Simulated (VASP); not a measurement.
Given:

```
CELL_PARAMETERS angstrom
      0.00000     3.27444     3.27444
      3.27444     0.00000     3.27444
      3.27444     3.27444     0.00000
ATOMIC_POSITIONS crystal
  Na 0.25000 0.25000 0.25000
  Na 0.75000 0.75000 0.75000
  S  0.00000 0.00000 0.00000
```

Calculation: PBE GGA, VASP's PBE PAW potentials (set 64) (plane waves; VASP 6.6.1). Settings: 480 eV cut-off, 6×6×6 Γ-centred mesh, Gaussian smearing of 0.050 eV, potentials Na_pv S.

**Question.** Predict the energy per atom (σ→0), band gap (on the k-mesh) with the smallest direct gap where there is one.

**Answer.** 
```json
{
 "band gap (on the k-mesh)": "2.47 eV",
 "smallest direct gap (on the k-mesh)": "2.47 eV",
 "energy per atom (σ→0)": "-3.325 eV/atom"
}
```

The absolute energy has meaning only against runs of the same code, potentials and settings.

The compound is Na2S in the antifluorite structure. It was relaxed first.
